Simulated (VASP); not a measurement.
Consider the following.

```
CELL_PARAMETERS angstrom
      2.83983     0.00000     0.00000
      0.00000     2.83983     0.00000
      0.00000     0.00000     2.83983
ATOMIC_POSITIONS crystal
  Al 0.50000 0.50000 0.50000
  Fe 0.00000 0.00000 0.00000
```

All values below come from PBEsol GGA, VASP's PBE PAW potentials (set 64) (plane waves; VASP). Run with 400 eV cut-off, Gaussian smearing of 0.050 eV, potentials Al Fe.

Problem. Give the energies of bands 1 to 8 at the high-symmetry points, in eV from the Fermi level.

Solution. 
| band | Γ | X | M | R |
|---|---|---|---|---|
| 1 | -10.47 | -6.16 | -4.79 | -3.40 |
| 2 | -2.34 | -6.00 | -2.37 | -3.40 |
| 3 | -2.34 | -1.65 | -2.01 | -3.40 |
| 4 | 0.19 | -0.85 | -2.01 | 0.93 |
| 5 | 0.19 | -0.85 | -0.60 | 0.93 |
| 6 | 0.19 | 0.33 | -0.60 | 3.17 |
| 7 | 6.73 | 1.34 | 0.89 | 3.17 |
| 8 | 6.73 | 8.89 | 3.69 | 3.17 |

It has no gap at this level: it comes out as a metal or semimetal.

The compound is FeAl in the CsCl type structure. It was relaxed first, which changed the volume by -7 %. The run is not spin-polarised, so no magnetic state was tried. The electron count is odd and the run is not spin-polarised, which forces a metal.
